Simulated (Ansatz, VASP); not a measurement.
# Cross-check of Al6Ge8O25 (glassy 73GeO2-27Al2O3 (mol %)) between VASP and Ansatz

One calculation is typed for both programs; each brings its own data sets. How far apart do they land? Of the first pair: The structure shown is the start of the Ansatz relaxation below; VASP solves that cell, so the two are compared at the walk's first step.

Program: Ansatz 0.2.0. Level of theory: plane waves, with VASP 6.6.1 beside it; RPBE. Results are calculated unless marked as measured.

### 1. The starting structure

The cell holds 117 atoms: 24 Ge, 18 Al and 75 O. Cell: a = 11.803 Å, b = 11.853 Å, c = 11.733 Å, α = 89.3°, β = 88.8°, γ = 91.8°. As first built, before any earlier steps moved the atoms or strained the cell (in the runner's words): 117 atoms (24 Ge, 18 Al, 75 O) placed at random at 3.46 g/cm^3, melted at 4000 K for 10 ps at fixed volume with the Morse and Coulomb pair potential with partial charges (Pedone, Malavasi, Menziani, Cormack and Segre, J. Phys. Chem. B 110, 11780 (2006)). Quenched from 4000 K to 300 K at 10 K/ps and fixed volume, held 10 ps at zero pressure.

### 2. Ansatz: relaxation, RPBE

Ansatz runs on its default PAW (the set named soft_2) files.

The two programs are compared at the cell with which this relaxation starts, whose forces are those of its first step.

The input, input.yaml:

```yaml
crystal:
  lattice:
    - [11.80116, -0.18637, 0.12621]
    - [-0.18637, 11.85163, 0.07014]
    - [0.12621, 0.07014, 11.73172]
  atoms:
    - { symbol: Ge, position: [0.79987, 0.57778, 0.31197] }
    - { symbol: Ge, position: [0.29482, 0.95464, 0.99494] }
    - { symbol: Ge, position: [0.92375, 0.16128, 0.43237] }
    - { symbol: Ge, position: [0.40335, 0.50873, 0.35274] }
    - { symbol: Ge, position: [0.50581, 0.81027, 0.85821] }
    - { symbol: Ge, position: [0.34815, 0.02461, 0.65988] }
    - { symbol: Ge, position: [0.51224, 0.7518, 0.33517] }
    - { symbol: Ge, position: [0.23671, 0.57265, 0.06656] }
    - { symbol: Ge, position: [0.30765, 0.27565, 0.20246] }
    - { symbol: Ge, position: [0.03525, 0.2235, 0.17992] }
    - { symbol: Ge, position: [0.40813, 0.40026, 0.7569] }
    - { symbol: Ge, position: [0.26359, 0.22897, 0.93961] }
    - { symbol: Ge, position: [0.54344, 0.34609, 0.51659] }
    - { symbol: Ge, position: [0.74978, 0.27744, 0.87761] }
    - { symbol: Ge, position: [0.90979, 0.8326, 0.2571] }
    - { symbol: Ge, position: [0.28286, 0.88265, 0.26897] }
    - { symbol: Ge, position: [0.2303, 0.59934, 0.64537] }
    - { symbol: Ge, position: [0.77799, 0.52622, 0.72559] }
    - { symbol: Ge, position: [0.68135, 0.39922, 0.12211] }
    - { symbol: Ge, position: [0.66995, 0.95681, 0.20956] }
    - { symbol: Ge, position: [0.59574, 0.06008, 0.77424] }
    - { symbol: Ge, position: [0.00951, 0.44078, 0.99126] }
    - { symbol: Ge, position: [0.53596, 0.19288, 0.28787] }
    - { symbol: Ge, position: [0.17898, 0.62885, 0.32062] }
    - { symbol: Al, position: [0.7655, 0.97666, 0.56768] }
    - { symbol: Al, position: [0.68138, 0.70312, 0.52391] }
    - { symbol: Al, position: [0.93465, 0.83333, 0.55251] }
    - { symbol: Al, position: [0.11716, 0.14659, 0.62449] }
    - { symbol: Al, position: [0.95983, 0.96896, 0.77599] }
    - { symbol: Al, position: [0.09192, 0.78024, 0.02472] }
[... 81 atom lines left out ...]
    - { symbol: O, position: [0.74902, 0.30651, 0.02509] }
    - { symbol: O, position: [0.87806, 0.51472, 0.42981] }
    - { symbol: O, position: [0.88442, 0.94383, 0.65077] }
    - { symbol: O, position: [0.61483, 0.50593, 0.05416] }
    - { symbol: O, position: [0.91926, 0.28437, 0.5095] }
    - { symbol: O, position: [0.33449, 0.93296, 0.13715] }
kpoints:
  mp_grid: { grid: [1, 1, 1] }
hamiltonian:
  xc: rpbe
scf:
  occupations: { method: gaussian, width: 0.05 }
output:
  forces: true
  eigenvalues: true
  stress: true
relax:
  f_tol: 0.05
  max_steps: 70
```

Run with:

```bash
ansatz run input.yaml --threads 4 --pin off --max-ram 8192MiB --backend cpu --events-out ev --progress --plain --runs-dir out
```

Numbers of over 12 decimals in the logs are rounded to 6 here.

Log:

```text
Warning: output.stress: scf.convergence.dr2_threshold = 1e-7 eV (the SCF's general default) is looser than the 1.08e-8 eV advised for a printed stress (1e-10 eV for each atom of the cell: 117, of which 108 are counted). What an SCF threshold leaves in a stress goes as its square root, and in the free energy as the threshold itself, and one threshold admits the most on a small cell: [figures from the program's tests c [...]
Engine: ansatz 0.2.0, x86_64-unknown-linux-gnu
Pseudopotentials: kind: paw
Pseudopotential: Ge, paw, valence charge 14, recommended cutoff 420 eV (normal), Ge.paw.azcp
Pseudopotential: Al, paw, valence charge 3, recommended cutoff 420 eV (normal), Al.paw.azcp
Pseudopotential: O, paw, valence charge 6, recommended cutoff 420 eV (normal), O.paw.azcp
Functional definition: RPBE
  parameter kappa = 0.804
  parameter beta = 0.066725
  exchange = rpbe_x(kappa = kappa, mu = beta*pi^2/3)
  correlation = pbe_c(beta = beta)
Crystal: 117 atoms, lattice volume = 1640.176 Å³
Basis set: ecut = 420 eV, 32117 PW (Γ), exchange–correlation on 160×160×160 points (8 copies of the dense FFT grid, shifted against one another)
Bands: 537, of which v1, the nominal top of the filled ones, is band 420 counted from 1 (419 counted from 0)
Symmetry: 1 space group operations
Space group: P1 (ITA 1), of the structure as read, at distance tolerance 1.2e-4 Å
k-points: 1
Non-local potential: Ge, projectors of the file, l = 0: 2, l = 1: 2, l = 2: 3, l = 3: 1
Non-local potential: Al, projectors of the file, l = 0: 2, l = 1: 2, l = 2: 1
Non-local potential: O, projectors of the file, l = 0: 2, l = 1: 2, l = 2: 1
PAW form: soft (Blöchl's): semilocal exchange-correlation on the pseudo side does not see the compensation charge
PAW frozen core: Ge, regenerated for the run's functional, and the local potential with it (the file was generated under x = pbe(κ = 0.804, μ = 0.219515), c = pbe(β = 0.066725))
PAW frozen core: Al, regenerated for the run's functional, and the local potential with it (the file was generated under x = pbe(κ = 0.804, μ = 0.219515), c = pbe(β = 0.066725))
PAW frozen core: O, regenerated for the run's functional, and the local potential with it (the file was generated under x = pbe(κ = 0.804, μ = 0.219515), c = pbe(β = 0.066725))
PAW one-centre angular grid: Ge, 590 points (default); XC on 64 Gauss nodes
PAW one-centre angular grid: Al, 110 points (default); XC on 64 Gauss nodes
PAW one-centre angular grid: O, 110 points (default); XC on 64 Gauss nodes
Initial density: superposition of atomic densities (neutral atoms: chi_scale 0, normalization atom), corrected by the library's trained network
Initial wavefunctions: pseudopotential atomic-orbital guess
Functional: x = rpbe, c = pbe(β = 0.066725)
SCF iter   1: F=—  HF=-155683.004545 eV  |F-HF|=—  |Δ(HF+E_count)|=         —  Δρ=4.59e-3  dr2=3.45e-1  ethr=1.77e-3  ⟨swp⟩=6.0  Hψ=2111  notcnv=0  defer=94
preconditioner: auto → Resta (q_TF=auto, 2.440 Å⁻¹)  ε∞=2.8  [insulator: Δε(μ)=2.688 eV  Ē_g=19.689 eV  σ=0.050 eV  W_gap=1.00  n_scr=412 (ndim 8)  ℏωp=26.6 eV  f_vac=0.176  D(μ)=0.00/eV (n_scr^D=0)  ε∞_Penn≈2.8]
SCF iter   2: F=—  HF=-155682.944997 eV  |F-HF|=—  |Δ(HF+E_count)|=   5.95e-2  Δρ=2.28e-3  dr2=4.29e-2  ethr=4.10e-5  ⟨swp⟩=2.0  Hψ=1046  notcnv=0  defer=109
SCF iter   3: F=—  HF=-155682.950151 eV  |F-HF|=—  |Δ(HF+E_count)|=   5.15e-3  Δρ=9.44e-4  dr2=1.31e-2  ethr=5.11e-6  ⟨swp⟩=2.0  Hψ=644  notcnv=0  defer=109
SCF iter   4: F=—  HF=-155682.954237 eV  |F-HF|=—  |Δ(HF+E_count)|=   4.09e-3  Δρ=2.98e-4  dr2=1.44e-3  ethr=1.56e-6  ⟨swp⟩=2.0  Hψ=653  notcnv=0  defer=109
SCF iter   5: F=—  HF=-155682.954483 eV  |F-HF|=—  |Δ(HF+E_count)|=   2.46e-4  Δρ=1.18e-4  dr2=2.13e-4  ethr=1.71e-7  ⟨swp⟩=2.0  Hψ=818  notcnv=0  defer=109
SCF iter   6: F=—  HF=-155682.954741 eV  |F-HF|=—  |Δ(HF+E_count)|=   2.59e-4  Δρ=5.14e-5  dr2=3.99e-5  ethr=2.53e-8  ⟨swp⟩=2.0  Hψ=719  notcnv=0  defer=109
[...]
- { symbol: Ge, position: [0.406788, 0.399181, 0.759133] }
    - { symbol: Ge, position: [0.260555, 0.227932, 0.943948] }
    - { symbol: Ge, position: [0.542399, 0.344472, 0.519682] }
    - { symbol: Ge, position: [0.751348, 0.275615, 0.877623] }
    - { symbol: Ge, position: [0.909129, 0.830945, 0.253317] }
    - { symbol: Ge, position: [0.285511, 0.883216, 0.267248] }
    - { symbol: Ge, position: [0.232237, 0.601013, 0.642114] }
    - { symbol: Ge, position: [0.776503, 0.526669, 0.728036] }
    - { symbol: Ge, position: [0.683432, 0.395119, 0.121521] }
    - { symbol: Ge, position: [0.667431, 0.956973, 0.206448] }
    - { symbol: Ge, position: [0.594262, 0.062938, 0.773781] }
    - { symbol: Ge, position: [0.00963682, 0.442308, 0.992696] }
    - { symbol: Ge, position: [0.532217, 0.190247, 0.287305] }
    - { symbol: Ge, position: [0.178300, 0.629758, 0.321047] }
    - { symbol: Al, position: [0.761080, 0.976512, 0.566613] }
    - { symbol: Al, position: [0.680038, 0.701065, 0.523387] }
    - { symbol: Al, position: [0.932902, 0.834307, 0.551212] }
    - { symbol: Al, position: [0.118499, 0.149014, 0.618774] }
    - { symbol: Al, position: [0.959134, 0.971320, 0.775137] }
    - { symbol: Al, position: [0.096581, 0.780611, 0.024943] }
    - { symbol: Al, position: [0.506453, 0.554482, 0.974709] }
    - { symbol: Al, position: [0.429687, 0.808009, 0.581941] }
    - { symbol: Al, position: [0.168849, 0.831072, 0.678041] }
    - { symbol: Al, position: [0.986625, 0.582012, 0.522127] }
    - { symbol: Al, position: [0.861247, 0.656335, 0.968062] }
    - { symbol: Al, position: [0.995890, 0.703634, 0.776380] }
    - { symbol: Al, position: [0.021059, 0.224750, 0.818916] }
    - { symbol: Al, position: [0.096425, 0.960256, 0.429368] }
    - { symbol: Al, position: [0.749311, 0.907600, 0.961641] }
    - { symbol: Al, position: [0.029336, 0.413993, 0.694272] }
    - { symbol: Al, position: [0.00819071, 0.986061, 0.033670] }
    - { symbol: Al, position: [0.827534, 0.390435, 0.511784] }
    - { symbol: O, position: [0.366600, 0.382934, 0.288950] }
    - { symbol: O, position: [0.808471, 0.064269, 0.453407] }
    - { symbol: O, position: [0.00303484, 0.709141, 0.935036] }
    - { symbol: O, position: [0.603915, 0.060060, 0.292063] }
    - { symbol: O, position: [0.092609, 0.876218, 0.553957] }
    - { symbol: O, position: [0.051816, 0.098088, 0.483807] }
    - { symbol: O, position: [0.777074, 0.769184, 0.992520] }
    - { symbol: O, position: [0.769092, 0.449033, 0.237915] }
    - { symbol: O, position: [0.330171, 0.503967, 0.678775] }
    - { symbol: O, position: [0.381570, 0.542113, 0.058064] }
    - { symbol: O, position: [0.518126, 0.224056, 0.434626] }
    - { symbol: O, position: [0.303049, 0.301875, 0.817730] }
    - { symbol: O, position: [0.899396, 0.971099, 0.922552] }
    - { symbol: O, position: [0.860451, 0.621816, 0.812531] }
    - { symbol: O, position: [0.296881, 0.311485, 0.063894] }
    - { symbol: O, position: [0.722622, 0.407544, 0.802411] }
    - { symbol: O, position: [0.492397, 0.476054, 0.469490] }
    - { symbol: O, position: [0.144961, 0.925579, 0.983158] }
    - { symbol: O, position: [0.893559, 0.525102, 0.028706] }
    - { symbol: O, position: [0.971561, 0.872098, 0.387716] }
    - { symbol: O, position: [0.870678, 0.204023, 0.830413] }
    - { symbol: O, position: [0.630729, 0.924465, 0.853026] }
    - { symbol: O, position: [0.286893, 0.737702, 0.591986] }
    - { symbol: O, position: [0.104167, 0.514134, 0.600254] }
[...]
- { symbol: O, position: [0.046317, 0.088923, 0.743581] }
    - { symbol: O, position: [0.632942, 0.180165, 0.858987] }
    - { symbol: O, position: [0.756937, 0.303746, 0.026129] }
    - { symbol: O, position: [0.878587, 0.512477, 0.429815] }
    - { symbol: O, position: [0.880854, 0.944624, 0.651015] }
    - { symbol: O, position: [0.623452, 0.508032, 0.053853] }
    - { symbol: O, position: [0.917945, 0.280509, 0.517449] }
    - { symbol: O, position: [0.345106, 0.927081, 0.135018] }
```

### 3. VASP: single point, RPBE, start cell, pair 1

The same cell, functional, mesh and smearing now go to VASP, with its own data sets.

Lines of VASP's logs that name or quote its potential files are left out, and so is its time.

The input, INCAR:

```
SYSTEM = Al6Ge8O25
PREC = Accurate
ENCUT = 520
EDIFF = 1E-06
NELM = 120
ISMEAR = 0
SIGMA = 0.05
LREAL = Auto
ALGO = Normal
GGA = RP
NBANDS = 512
LORBIT = 11
LWAVE = .FALSE.
LCHARG = .FALSE.
ISIF = 2
LASPH = .TRUE.
GGA_COMPAT = .FALSE.
EFERMI = MIDGAP
NCORE = 4
```

The input, POSCAR:

```
Al6Ge8O25
1.0
   11.8011600000     -0.1863700000      0.1262100000
   -0.1863700000     11.8516300000      0.0701400000
    0.1262100000      0.0701400000     11.7317200000
Ge Al O
24 18 75
Direct
    0.7998710857      0.5777762660      0.3119681550
    0.2948223298      0.9546417749      0.9949378181
    0.9237472262      0.1612801438      0.4323664112
    0.4033495281      0.5087259121      0.3527369576
    0.5058057029      0.8102659175      0.8582143293
    0.3481525171      0.0246127466      0.6598805062
    0.5122387293      0.7518001420      0.3351698718
    0.2367076164      0.5726509099      0.0665596687
    0.3076494677      0.2756528754      0.2024628331
    0.0352462049      0.2235008367      0.1799203551
    0.4081267425      0.4002634028      0.7568980379
    0.2635913668      0.2289660656      0.9396126445
    0.5434382467      0.3460913539      0.5165941406
    0.7497773420      0.2774369619      0.8776131013
    0.9097938627      0.8325964934      0.2570958562
    0.2828580250      0.8826507941      0.2689709064
    0.2303033674      0.5993399569      0.6453696225
    0.7779909501      0.5262230933      0.7255884452
    0.6813474943      0.3992208384      0.1221138744
    0.6699486957      0.9568101253      0.2095630575
    0.5957363145      0.0600779805      0.7742426729
    0.0095110149      0.4407786608      0.9912598834
    0.5359569763      0.1928760002      0.2878715608
    0.1789767338      0.6288474857      0.3206182882
    0.7654987794      0.9766630253      0.5676817427
    0.6813836909      0.7031220440      0.5239117183
    0.9346518291      0.8333316210      0.5525095819
    0.1171582495      0.1465902256      0.6244891302
    0.9598333892      0.9689600684      0.7759899289
    0.0919226178      0.7802384963      0.0247169655
[... 81 atom lines left out ...]
    0.7490159706      0.3065092463      0.0250916435
    0.8780562929      0.5147221668      0.4298072152
    0.8844187356      0.9438266260      0.6507722237
    0.6148339861      0.5059293677      0.0541622129
    0.9192566136      0.2843731525      0.5095019903
    0.3344896573      0.9329618705      0.1371534707
```

The input, KPOINTS:

```
Automatic mesh
0
Gamma
1 1 1
0 0 0
```

Potentials, in the order of the species: Ge_d, Al and O (PBE family, release 64).

Run with:

```bash
mpirun -np 16 vasp_gam
```

Log:

```text
[banner, memory and clock lines left out]
running   16 mpi-ranks, on    1 nodes
[...]
|                                                                             |
|               ----> ADVICE to this user running VASP <----                  |
|                                                                             |
|     You enforced a specific xc type in the INCAR file but a different       |
|     [... a line on the potential file left out ...]
|     I HOPE YOU KNOW WHAT YOU ARE DOING!                                     |
|                                                                             |

 LDA part: xc-table for (Slater+PW92), standard interpolation
 POSCAR, INCAR and KPOINTS ok, starting setup
[...]
entering main loop
       N       E                     dE             d eps       ncg     rms          rms(c)
DAV:   1     0.268513960482E+05    0.26851E+05   -0.26792E+05  1312   0.382E+03
DAV:   2     0.566943708007E+04   -0.21182E+05   -0.19950E+05  1040   0.111E+03
DAV:   3    -0.594176588738E+02   -0.57289E+04   -0.53544E+04  1120   0.371E+02
DAV:   4    -0.831888347510E+03   -0.77247E+03   -0.75644E+03  1200   0.157E+02
[...]
DAV:  18    -0.745103642370E+03    0.59940E-05   -0.35716E-05  1408   0.300E-02    0.730E-03
DAV:  19    -0.745103642875E+03   -0.50485E-06   -0.20260E-05  1400   0.124E-02    0.446E-03
DAV:  20    -0.745103642390E+03    0.48484E-06   -0.17067E-06   824   0.768E-03
   1 F= -.74510364E+03 E0= -.74510364E+03  d E =0.000000E+00
```

Parts of OUTCAR (step 3):

```text
  FREE ENERGIE OF THE ION-ELECTRON SYSTEM (eV)
  ---------------------------------------------------
  free  energy   TOTEN  =      -745.1036423897 eV

  energy  without entropy=     -745.1036423897  energy(sigma->0) =     -745.10364239

[... 1 further part left out ...]
```

The run ends at a pressure of 3.69 GPa, with forces up to 0.38 eV/Å.

[end of part 1 of 2]

[Lines on the potential files, build, host, timing and source positions are cut from VASP's logs without a mark.]

[Logs are printed without paths, hosts, clocks, repeated set-up lines and the standing remarks that a program may print on its own settings, such as how far it seeks lower states.]

[Hosts, paths, dates, database ids (printed as entryN), source tags and the programs' standing remarks are cut or masked in the printed files.]
